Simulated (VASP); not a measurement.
Consider the following.

```yaml
crystal:
  lattice:
    - [1.57781, -2.73285, 0.00000]
    - [1.57781, 2.73285, 0.00000]
    - [0.00000, 0.00000, 3.58046]
  atoms:
    - { symbol: Hf, position: [0.00000, 0.00000, 0.00000] }
    - { symbol: B, position: [0.33333, 0.66667, 0.50000] }
    - { symbol: B, position: [0.66667, 0.33333, 0.50000] }
```

All values below come from vdW-DF2, VASP's PBE PAW potentials (set 64) (plane waves; VASP). Settings: 520 eV cut-off, Gaussian smearing of 0.050 eV, potentials Hf_pv B.

Q: Give the energies of bands 5 to 11 at the high-symmetry points, in eV from the Fermi level.

A: 
```
band      Γ      M      K      A      L      H
----  -----  -----  -----  -----  -----  -----
5     -3.15  -9.16  -8.36  -8.32  -7.64  -9.10
6     -3.13  -4.29  -7.58  -1.39  -4.91  -5.61
7     -2.90  -3.56  -2.79  -1.39  -4.70  -3.22
8     -2.90  -2.82  -2.79   0.41  -2.81  -3.22
9      3.62   1.73   1.41   0.41   3.39   3.76
10     3.62   2.40   1.41   0.77   3.89   5.11
11     3.90   4.92   3.27   0.77   5.72   6.10
```

It has no gap at this level: it comes out as a metal or semimetal.

The compound is HfB2 in the AlB2 type structure. It was relaxed first.
